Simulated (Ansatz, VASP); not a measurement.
# RbMnBr3: VASP beside Ansatz, part 2 of 2

Wanted: the spread between two codes on one cell, functional and k mesh.

VASP 6.6.1 and Ansatz 0.2.0.

So far: The structure; VASP: single point, PBEsol.

### 3. Ansatz: single point, PBEsol

Level of this step: Ansatz beside VASP: Kohn-Sham DFT, plane waves, PBEsol (Ansatz).

Ansatz runs on its default PAW (the set named soft_2) files.

The same cell, functional, mesh and smearing now go to Ansatz, which takes its cutoff from its data sets.

input.yaml

```yaml
crystal:
  lattice:
    - [7.56, 0.0, 0.0]
    - [-3.78, 6.5471520526, 0.0]
    - [0.0, 0.0, 6.35]
  atoms:
    - { symbol: Rb, position: [0.6666666667, 0.3333333333, 0.25] }
    - { symbol: Rb, position: [0.3333333333, 0.6666666667, 0.75] }
    - { symbol: Br, position: [0.3299999999, 0.165, 0.75] }
    - { symbol: Br, position: [0.165, 0.835, 0.25] }
    - { symbol: Br, position: [0.835, 0.6700000001, 0.75] }
    - { symbol: Br, position: [0.6700000001, 0.835, 0.25] }
    - { symbol: Br, position: [0.835, 0.165, 0.75] }
    - { symbol: Br, position: [0.165, 0.3299999999, 0.25] }
    - { symbol: Mn, position: [0.0, 0.0, 0.5], spin: 4.0 }
    - { symbol: Mn, position: [0.0, 0.0, 0.0], spin: -4.0 }
hamiltonian:
  xc: pbesol
  pseudopotentials: { kind: paw }
magnetization:
  spin_polarized: true
kpoints:
  mp_grid: { grid: [3, 3, 3] }
scf:
  occupations: { method: gaussian, width: 0.05 }
  n_extra_bands: 12
output:
  forces: true
  stress: true
  eigenvalues: true
  write_density: true
  write_potential: true
  elf: true
  volumetric_format: npy
```

Command:

```console
$ ansatz run input.yaml --threads 4 --pin off --max-ram 9216MiB --backend cpu --events-out ev --progress --plain --runs-dir out
```

Numbers of over 12 decimals in the logs are rounded to 6 here.

Output:

```text
scf.n_extra_bands = 12 over 45 filled bands (N_el = 90.0): the run solves 57 bands
Engine: ansatz 0.2.0, x86_64-unknown-linux-gnu
Pseudopotentials: kind: paw
Pseudopotential: Rb, paw, valence charge 9, recommended cutoff 420 eV (normal), Rb.paw.azcp
Pseudopotential: Br, paw, valence charge 7, recommended cutoff 420 eV (normal), Br.paw.azcp
Pseudopotential: Mn, paw, valence charge 15, recommended cutoff 420 eV (normal), Mn.paw.azcp
Functional definition: PBEsol
  exchange = pbesol_x
  correlation = pbesol_c
Crystal: 10 atoms, lattice volume = 314.303 Å³
Basis set: ecut = 420 eV, 6201 PW (Γ), exchange–correlation on 108×108×90 points (8 copies of the dense FFT grid, shifted against one another)
Bands: 57, of which v1, the nominal top of the filled ones, is band 45 counted from 1 (44 counted from 0)
Symmetry: 12 space group operations
Space group: P-3m1 (ITA 164), of the structure as read, at distance tolerance 6.8e-5 Å
Magnetic group: BNS 194.269 (UNI 1499), of the structure as read, at distance tolerance 6.8e-5 Å
k-points: 7 of 27
Non-local potential: Rb, projectors of the file, l = 0: 3, l = 1: 2, l = 2: 2
Non-local potential: Br, projectors of the file, l = 0: 2, l = 1: 2, l = 2: 2
Non-local potential: Mn, projectors of the file, l = 0: 3, l = 1: 2, l = 2: 3, l = 3: 1
PAW form: soft (Blöchl's): semilocal exchange-correlation on the pseudo side does not see the compensation charge
PAW frozen core: Rb, regenerated for the run's functional, and the local potential with it (the file was generated under x = pbe(κ = 0.804, μ = 0.219515), c = pbe(β = 0.066725))
PAW frozen core: Br, regenerated for the run's functional, and the local potential with it (the file was generated under x = pbe(κ = 0.804, μ = 0.219515), c = pbe(β = 0.066725))
PAW frozen core: Mn, regenerated for the run's functional, and the local potential with it (the file was generated under x = pbe(κ = 0.804, μ = 0.219515), c = pbe(β = 0.066725))
PAW one-centre angular grid: Rb, 110 points (default); XC on 64 Gauss nodes
PAW one-centre angular grid: Br, 110 points (default); XC on 64 Gauss nodes
PAW one-centre angular grid: Mn, 590 points (default); XC on 64 Gauss nodes
Initial density: superposition of atomic densities (chi_scale 0.1, normalization cell, long waves kept (reshape's long-wave potential 0.00 eV rms))
Starting moments: Σ|m| = 8 μB on 2 of 10 sites
Starting magnetic order: altermagnet, g-wave, bulk spin-momentum locking; spin-degenerate planes through Γ normal to [0 0 1], [1 -1 0], [1 2 0], [2 1 0] of the run's lattice
Initial wavefunctions: pseudopotential atomic-orbital guess
Functional: x = pbesol(κ = 0.804, μ = 0.123457), c = pbesol(β = 0.046)
SCF iter   1: F=—  HF=-30605.960589 eV  |F-HF|=—  |Δ(HF+E_count)|=         —  Δρ=5.03e-2 (↑5.03e-2 ↓5.03e-2)  dr2=3.90e1  dr2_m=8.94e-1  M=0.000 μB ∫|m|=8.408 μB  β_m=0.30  ethr=3.10e-3  ⟨swp⟩=10.9  Hψ=3981  notcnv=0  defer=7
Mixer restart at iter 1: flushing history
preconditioner: auto → Resta (q_TF=auto, 2.215 Å⁻¹)  ε∞=4.6  [insulator: Δε(μ)=0.390 eV  Ē_g=9.225 eV  σ=0.050 eV  W_gap=1.00  n_scr=70 (ndim 8)  ℏωp=17.5 eV  f_vac=0.004  D(μ)=0.00/eV (n_scr^D=0)  ε∞_Penn≈4.6]
spin=Collinear: Resta preconditioning applied to the charge; magnetization (m = ρ↑ − ρ↓) channel mixes plain (no charge-response kernel on spin).
SCF iter   2: F=—  HF=-30602.944556 eV  |F-HF|=—  |Δ(HF+E_count)|=    3.02e0  Δρ=1.97e-2 (↑1.97e-2 ↓1.97e-2)  dr2=3.50e0  dr2_m=7.60e-1  M=0.000 μB ∫|m|=9.176 μB  β_m=0.35  ethr=3.10e-3  ⟨swp⟩=4.4  Hψ=1800  notcnv=0  defer=96
SCF iter   3: F=—  HF=-30602.189238 eV  |F-HF|=—  |Δ(HF+E_count)|=   7.55e-1  Δρ=1.09e-2 (↑1.09e-2 ↓1.09e-2)  dr2=8.30e-1  dr2_m=2.58e-1  M=0.000 μB ∫|m|=9.293 μB  β_m=0.54  ethr=3.10e-3  ⟨swp⟩=2.9  Hψ=1110  notcnv=0  defer=96
SCF iter   4: F=—  HF=-30601.822278 eV  |F-HF|=—  |Δ(HF+E_count)|=   3.67e-1  Δρ=2.79e-3 (↑2.79e-3 ↓2.79e-3)  dr2=1.20e-1  dr2_m=3.57e-3  M=0.000 μB ∫|m|=9.403 μB  β_m=0.77  ethr=9.23e-4  ⟨swp⟩=3.3  Hψ=1604  notcnv=0  defer=90
SCF iter   5: F=—  HF=-30601.818359 eV  |F-HF|=—  |Δ(HF+E_count)|=   3.92e-3  Δρ=4.80e-4 (↑4.75e-4 ↓4.80e-4)  dr2=3.17e-3  dr2_m=9.25e-5  M=0.000 μB ∫|m|=9.417 μB  β_m=0.85  ethr=1.33e-4  ⟨swp⟩=3.0  Hψ=1267  notcnv=0  defer=90
SCF iter   6: F=—  HF=-30601.819593 eV  |F-HF|=—  |Δ(HF+E_count)|=   1.23e-3  Δρ=2.61e-4 (↑2.61e-4 ↓2.61e-4)  dr2=8.69e-4  dr2_m=3.96e-5  M=0.000 μB ∫|m|=9.413 μB  β_m=0.93  ethr=3.53e-6  ⟨swp⟩=2.0  Hψ=1330  notcnv=0  defer=90
SCF iter   7: F=—  HF=-30601.819898 eV  |F-HF|=—  |Δ(HF+E_count)|=   3.05e-4  Δρ=1.02e-4 (↑1.02e-4 ↓1.00e-4)  dr2=1.25e-4  dr2_m=6.49e-6  M=0.000 μB ∫|m|=9.412 μB  β_m=0.96  ethr=9.66e-7  ⟨swp⟩=2.5  Hψ=1130  notcnv=0  defer=90
SCF iter   8: F=—  HF=-30601.819897 eV  |F-HF|=—  |Δ(HF+E_count)|=   6.28e-7  Δρ=5.99e-5 (↑1.86e-5 ↓5.99e-5)  dr2=8.08e-6  dr2_m=3.70e-6  M=0.000 μB ∫|m|=9.412 μB  β_m=0.96  ethr=1.39e-7  ⟨swp⟩=2.0  Hψ=1419  notcnv=0  defer=90
SCF iter   9: F=—  HF=-30601.819896 eV  |F-HF|=—  |Δ(HF+E_count)|=   1.05e-6  Δρ=3.40e-5 (↑3.40e-5 ↓1.87e-5)  dr2=5.38e-6  dr2_m=5.44e-7  M=0.000 μB ∫|m|=9.412 μB  β_m=0.80  ethr=8.98e-9  ⟨swp⟩=2.0  Hψ=1428  notcnv=0  defer=90
SCF iter  10: F=—  HF=-30601.819895 eV  |F-HF|=—  |Δ(HF+E_count)|=   1.47e-6  Δρ=5.67e-6 (↑5.02e-6 ↓5.67e-6)  dr2=2.04e-7  dr2_m=1.88e-8  M=0.000 μB ∫|m|=9.412 μB  β_m=0.71  ethr=5.98e-9  ⟨swp⟩=2.0  Hψ=1413  notcnv=0  defer=90
SCF iter  11: F=-30601.819895 eV  HF=-30601.819895 eV  |F-HF|=2.29e-9  |Δ(HF+E_count)|=   2.77e-8  Δρ=1.33e-6 (↑1.33e-6 ↓1.32e-6)  dr2=2.81e-8  dr2_m=8.31e-11  M=0.000 μB ∫|m|=9.412 μB  ethr=1.11e-10  ⟨swp⟩=18.4  Hψ=7379  notcnv=0
SCF 1 converged in 11 iterations: F = -30601.819895 eV  dr2 = 2.81e-8
  greatest PAW one-centre occupation: 1.004 electrons in one spin orbital (limit 2), on the Mn atom at site 8 (counted from 0), in its partial waves of l = 1
SCF converged after 11 iterations
Magnetization: 0.0000 μB (45.0000 up, 45.0000 down)
Absolute magnetization: 9.4105 μB (∫|ρ↑−ρ↓|, with the PAW one-centre terms)
Spin contamination: 4.9328 ħ² per cell (⟨S²⟩ above its minimum at these occupations)
Per-site moments (μB) at R_I (Å): [(-5.131815138164508e-9, 1.559276), (-5.131815172110958e-9, 1.559276), (-4.415022762741306e-9, 1.105944), (-4.415022536361922e-9, 1.105944), (-4.415022698625813e-9, 1.105944), (-4.4150226083351085e-9, 1.105944), (-4.4150227861303905e-9, 1.105944), (-4.4150226165563375e-9, 1.105944), (4.337716, 1.105944), (-4.337716, 1.105944)]
Free energy (F): -30601.819895 eV
Harris-Foulkes:  -30601.819895 eV  (|F-HF|=2.29e-9)
Internal energy: -30601.819895 eV  (E = F + TS)
E sigma→0 (E₀):  -30601.819895 eV
Fermi energy:    4.900135 eV
--- Per-component energies (eV) ---
  E_band       = -1031.417370
  E_kinetic    = 1782.070333
  E_local      = -9650.915488  (includes V_loc(G=0)·N_el)
  E_nonlocal   = 1282.054509
  E_hartree    = 3748.411781
  E_xc         = -2046.541962
  E_vxc        = -1176.532291  (∫ρ·V_xc dr)
  E_paw        = -20911.867353  (= ΣΔE_a)
  E_vpaw       = -764.901523  (= ΣTr[D̂ρ^β])
  E_aug_tail   = -0.000023  (compensation charges beyond the density's cutoff)
  E_ewald      = -4806.171956
  E_core_change = 1.140264  (= ΣΔE_core)
  E_smearing   = -0.000000  (= −TS)
  E_closure    = -0.000000  (closes the sum)
  Σ components = -30601.819895   (vs F -30601.819895, Δ=0.00e0)
--- Forces (eV/Å), atoms counted from 1 ---
  atom   1  Rb     0.00000000    -0.00000000     0.00000004
  atom   2  Rb     0.00000000     0.00000000    -0.00000004
  atom   3  Br    -0.23438104    -0.13531996     0.00000002
  atom   4  Br    -0.23438104     0.13531996    -0.00000002
  atom   5  Br    -0.00000000     0.27063992     0.00000002
  atom   6  Br     0.23438104     0.13531996    -0.00000002
  atom   7  Br     0.23438104    -0.13531996     0.00000002
  atom   8  Br     0.00000000    -0.27063992    -0.00000002
  atom   9  Mn     0.00000000    -0.00000000     0.00000000
  atom  10  Mn     0.00000000     0.00000000     0.00000000
  max |Σ_I F_I| component: 5.55e-17 eV/Å
--- Stress (GPa, compression-positive) ---
       -1.435663       0.000000      -0.000000
        0.000000      -1.435663      -0.000000
       -0.000000      -0.000000      -1.200655
  P = ⅓ Tr σ = -1.3573 GPa (-13.573 kbar)
--- Band table (eV; the first three rows and the last of 14) ---
  k-point 0 ↑: bands = [... 41 lower, 2.5948, 2.9612, 3.8754, 3.8754, 5.9986, 6.1004, 6.1004, 6.7917, ... 8 higher]
  k-point 1 ↑: bands = [... 41 lower, 2.6702, 2.7725, 3.9077, 3.9077, 5.8852, 6.0787, 6.0787, 6.9032, ... 8 higher]
  k-point 2 ↑: bands = [... 41 lower, 2.6042, 2.6850, 3.6118, 3.8736, 6.0591, 6.1223, 6.2076, 6.7015, ... 8 higher]
  k-point 6 ↓: bands = [... 41 lower, 2.6029, 2.6810, 3.6807, 3.6807, 6.0617, 6.1350, 6.1350, 6.7298, ... 8 higher]
```

The job ended after 8.2 s (4 threads of Intel Xeon Platinum 8375C at 2.90GHz (Ice Lake), shared host; peak memory 0.98 GiB; 29 s of CPU time).

The column dr2 measures how far the density is from self-consistency, as an energy; F and HF (Harris–Foulkes) agree once it is small.

The run ends at a pressure of -1.36 GPa, with forces up to 0.27 eV/Å.

### 4. Side by side

Known differences besides the PAW data sets themselves: the data sets hold 90 valence electrons in Ansatz (default PAW (the set named soft_2) files) and 70 in VASP; the cutoff is 420 eV in Ansatz and 350 eV in VASP (PREC = Normal); Ansatz makes its cores anew for this functional, VASP keeps those of its PBE data sets; site moments are counted in spheres of each program's own size. Total energies have different zeros and are not compared.

The two programs side by side:

| quantity | Ansatz | VASP | difference |
| --- | --- | --- | --- |
| pressure (GPa) | -1.36 | -1.36 | 0.00 |
| gap on the k mesh (eV) | 1.972 | 1.956 | +0.015 |
| moment on Mn10 (μB) | -4.34 | -4.33 | -0.01 |
| moment on Mn9 (μB) | 4.34 | 4.33 | +0.01 |

Forces (eV/Å; atoms numbered as in POSCAR):

| atom | Ansatz x, y, z | VASP x, y, z |
| --- | --- | --- |
| Rb1 | 0.000, 0.000, 0.000 | 0.000, 0.000, 0.000 |
| Rb2 | 0.000, 0.000, 0.000 | 0.000, 0.000, 0.000 |
| Br3 | -0.234, -0.135, 0.000 | -0.236, -0.136, 0.000 |
| Br4 | -0.234, 0.135, 0.000 | -0.236, 0.136, 0.000 |
| Br5 | 0.000, 0.271, 0.000 | 0.000, 0.272, 0.000 |
| Br6 | 0.234, 0.135, 0.000 | 0.236, 0.136, 0.000 |
| Br7 | 0.234, -0.135, 0.000 | 0.236, -0.136, 0.000 |
| Br8 | 0.000, -0.271, 0.000 | 0.000, -0.272, 0.000 |
| Mn9 | 0.000, 0.000, 0.000 | 0.000, 0.000, 0.000 |
| Mn10 | 0.000, 0.000, 0.000 | 0.000, 0.000, 0.000 |

The forces differ by 0.6 meV/Å r.m.s., which is 0.5 % of the r.m.s. force of 0.12 eV/Å (both taken over all components). Ansatz's pressure holds a Pulay correction of 0.02 GPa; VASP's holds none.

### 5. VASP: single point, PBEsol, DFT+U

With cell and atoms fixed, the geometry can't cause a difference; cores, projectors, grids and the points listed under the comparison can.

INCAR

```
SYSTEM = RbMnBr3
PREC = Normal
ENCUT = 350
EDIFF = 1E-06
NELM = 150
ISMEAR = 0
SIGMA = 0.05
LREAL = .FALSE.
ALGO = Normal
GGA = PS
NBANDS = 45
ISPIN = 2
MAGMOM = 0 0 0 0 0 0 0 0 4 -4
LDAU = .TRUE.
LDAUTYPE = 2
LDAUL = -1 -1 2
LDAUU = 0 0 3
LDAUJ = 0 0 0
LDAUPRINT = 1
LASPH = .TRUE.
LMAXMIX = 4
LORBIT = 11
LWAVE = .FALSE.
LCHARG = .FALSE.
KPAR = 2
AMIX = 0.2
BMIX = 1E-04
AMIX_MAG = 0.8
BMIX_MAG = 1E-04
NEDOS = 1200
```

POSCAR

```
RbMnBr3
1.0
    7.5600000000      0.0000000000      0.0000000000
   -3.7800000000      6.5471520526      0.0000000000
    0.0000000000      0.0000000000      6.3500000000
Rb Br Mn
2 6 2
Direct
    0.6666666667      0.3333333333      0.2500000000
    0.3333333333      0.6666666667      0.7500000000
    0.3299999999      0.1650000000      0.7500000000
    0.1650000000      0.8350000000      0.2500000000
    0.8350000000      0.6700000001      0.7500000000
    0.6700000001      0.8350000000      0.2500000000
    0.8350000000      0.1650000000      0.7500000000
    0.1650000000      0.3299999999      0.2500000000
    0.0000000000      0.0000000000      0.5000000000
    0.0000000000      0.0000000000      0.0000000000
```

KPOINTS

```
Automatic mesh
0
Gamma
3 3 3
0 0 0
```

PAW data sets: Rb_pv, Br and Mn (PBE family, release 64).

Command:

```console
$ mpirun -np 2 vasp_std
```

Output:

```text
[banner, memory and clock lines left out]
running    2 mpi-ranks, on    1 nodes
[...]
[... a notice as in an earlier step ...]

 LDA part: xc-table for (Slater+PW92), standard interpolation
 POSCAR, INCAR and KPOINTS ok, starting setup
[...]
entering main loop
       N       E                     dE             d eps       ncg     rms          rms(c)
DAV:   1     0.519167893837E+03    0.51917E+03   -0.21602E+04  1080   0.992E+02
DAV:   2     0.463441780112E+02   -0.47282E+03   -0.45707E+03  1136   0.285E+02
DAV:   3    -0.382232211291E+02   -0.84567E+02   -0.83356E+02  1512   0.116E+02
DAV:   4    -0.431928431771E+02   -0.49696E+01   -0.49503E+01  1536   0.359E+01
[...]
DAV:  14    -0.423050504403E+02   -0.19035E-04   -0.56791E-05  1627   0.537E-02    0.482E-02
DAV:  15    -0.423050572086E+02   -0.67683E-05   -0.11056E-05  1208   0.155E-02    0.143E-02
DAV:  16    -0.423050569377E+02    0.27089E-06   -0.25269E-06   966   0.822E-03
   1 F= -.42305057E+02 E0= -.42305057E+02  d E =-.147833E-10  mag=     0.0000
```

OUTCAR, selected parts (step 5):

```text
  Total       -1.7089749     -1.7089749     -0.4355571      0.0000000     -0.0000000      0.0000000
  in kB       -8.7116077     -8.7116077     -2.2202798      0.0000000     -0.0000000      0.0000000
  external PRESSURE =      -6.5478317 kB  Pullay stress =       0.0000000 kB

 POSITION                                       TOTAL-FORCE (eV/Angst)
 -----------------------------------------------------------------------------------
      3.78000      2.18238      1.58750        -0.000000     -0.000000      0.000000
     -0.00000      4.36477      4.76250        -0.000000      0.000000      0.000000
      1.87110      1.08028      4.76250        -0.097068     -0.056042      0.000000
     -1.90890      5.46687      1.58750        -0.097068      0.056042      0.000000
      3.78000      4.38659      4.76250        -0.000000      0.112084      0.000000
      1.90890      5.46687      1.58750         0.097068      0.056042     -0.000000
      5.68890      1.08028      4.76250         0.097068     -0.056042      0.000000
      0.00000      2.16056      1.58750         0.000000     -0.112084     -0.000000
      0.00000      0.00000      3.17500        -0.000000      0.000000      0.000000
      0.00000      0.00000      0.00000        -0.000000      0.000000      0.000000
 -----------------------------------------------------------------------------------
    total drift:                               -0.000001      0.000000     -0.000000

  FREE ENERGIE OF THE ION-ELECTRON SYSTEM (eV)
  ---------------------------------------------------
  free  energy   TOTEN  =       -42.3050569377 eV

  energy  without entropy=      -42.3050569377  energy(sigma->0) =      -42.30505694

 magnetization (x)
# of ion       s       p       d       tot
------------------------------------------
    1        0.000   0.000   0.000   0.000
    2        0.000   0.000   0.000   0.000
    3        0.000   0.000   0.000   0.000
    4        0.000   0.000   0.000   0.000
    5        0.000   0.000   0.000   0.000
    6        0.000   0.000   0.000   0.000
    7        0.000   0.000   0.000   0.000
    8        0.000   0.000   0.000   0.000
    9        0.033   0.026   4.464   4.523
   10       -0.033  -0.026  -4.464  -4.523
--------------------------------------------------
tot          0.000   0.000  -0.000  -0.000

[... 2 parts as in an earlier step ...]

[... 1 further part left out ...]
[key lines of the parts left out:]
E-fermi :  -0.2934
```

The run ends at a pressure of -0.65 GPa, with forces up to 0.11 eV/Å.

### 6. Ansatz: single point, PBEsol, DFT+U

The same cell, functional, mesh and smearing now go to Ansatz, which takes its cutoff from its data sets.

Changes to input.yaml since step 3:

```diff
@@ -19,2 +19,3 @@
   pseudopotentials: { kind: paw }
+  hubbard: { sites: [{ species: Mn, l: d, u_eff: 3.0 }] }
 magnetization:
@@ -30,5 +31 @@
   eigenvalues: true
-  write_density: true
-  write_potential: true
-  elf: true
-  volumetric_format: npy
```

Command:

```console
$ ansatz run input.yaml --threads 4 --pin off --max-ram 9216MiB --backend cpu --events-out ev --progress --plain --runs-dir out
```

Output:

```text
Rb: projections on atomic orbitals take those of the free atom [Ar 3d10] 4s2 4p6 5s1, of charge +0.00 (hamiltonian.pseudopotentials.projection_atoms); the dataset's partial waves leave at most 2.5e-6 of an orbital's norm unspanned inside its sphere
[...]
k-point 1 ↑: bands = [... 41 lower, 2.6948, 2.8170, 3.3349, 3.3349, 6.7983, 7.1176, 7.1176, 7.4808, ... 8 higher]
  k-point 2 ↑: bands = [... 41 lower, 2.6289, 2.7116, 2.9843, 3.3393, 7.0133, 7.1258, 7.2453, 7.4362, ... 8 higher]
  k-point 6 ↓: bands = [... 41 lower, 2.4255, 2.4255, 3.0892, 3.0892, 7.0568, 7.1785, 7.1785, 7.4571, ... 8 higher]
Occupation matrices written to <dir>
[key lines of the parts left out:]
SCF converged after 13 iterations
Magnetization: 0.0000 μB (45.0000 up, 45.0000 down)
Free energy (F): -30600.731189 eV
Fermi energy:    5.019914 eV
P = ⅓ Tr σ = -0.4734 GPa (-4.734 kbar)
```

The job ended after 8.2 s (4 threads; peak memory 1 GiB).

The run ends at a pressure of -0.47 GPa, with forces up to 0.077 eV/Å.

### 7. Comparison

What differs besides the data sets and the points named for the pairs above, as far as they apply: U acts on the PAW sphere in VASP and on atomic orbitals in Ansatz, so only states and trends compare. Total energies have different zeros and are not compared.

The two programs side by side:

| quantity | Ansatz | VASP | difference |
| --- | --- | --- | --- |
| pressure (GPa) | -0.47 | -0.65 | +0.18 |
| gap on the k mesh (eV) | 3.322 | 3.312 | +0.010 |
| moment on Mn10 (μB) | -4.48 | -4.52 | +0.04 |
| moment on Mn9 (μB) | 4.48 | 4.52 | -0.04 |

Forces (eV/Å; atoms numbered as in POSCAR):

| atom | Ansatz x, y, z | VASP x, y, z |
| --- | --- | --- |
| Rb1 | 0.000, 0.000, 0.000 | 0.000, 0.000, 0.000 |
| Rb2 | 0.000, 0.000, 0.000 | 0.000, 0.000, 0.000 |
| Br3 | -0.066, -0.038, 0.000 | -0.097, -0.056, 0.000 |
| Br4 | -0.066, 0.038, 0.000 | -0.097, 0.056, 0.000 |
| Br5 | 0.000, 0.077, 0.000 | 0.000, 0.112, 0.000 |
| Br6 | 0.066, 0.038, 0.000 | 0.097, 0.056, 0.000 |
| Br7 | 0.066, -0.038, 0.000 | 0.097, -0.056, 0.000 |
| Br8 | 0.000, -0.077, 0.000 | 0.000, -0.112, 0.000 |
| Mn9 | 0.000, 0.000, 0.000 | 0.000, 0.000, 0.000 |
| Mn10 | 0.000, 0.000, 0.000 | 0.000, 0.000, 0.000 |

The forces differ by 16 meV/Å r.m.s., which is 31.7 % of the r.m.s. force of 0.05 eV/Å (both taken over all components).

### 8. Outcome

```
r.m.s. force difference (single point, PBEsol)             : 0.62 meV/Å
difference in moment on Mn10 (single point, PBEsol, DFT+U) : 0.045 μB
```

The r.m.s. force difference is 0.62 meV/Å (single point, PBEsol), within the 12 meV/Å picked in this series as the mark of a large difference. How closely two codes agree says nothing of how well the functional describes the real material.

[Lines on the potential files, build, host, timing and source positions are cut from VASP's logs without a mark.]

[Logs are printed without paths, hosts, clocks, repeated set-up lines and the standing remarks that a program may print on its own settings, such as how far it seeks lower states.]

[Hosts, paths, dates, database ids (printed as entryN), source tags and the programs' standing remarks are cut or masked in the printed files.]
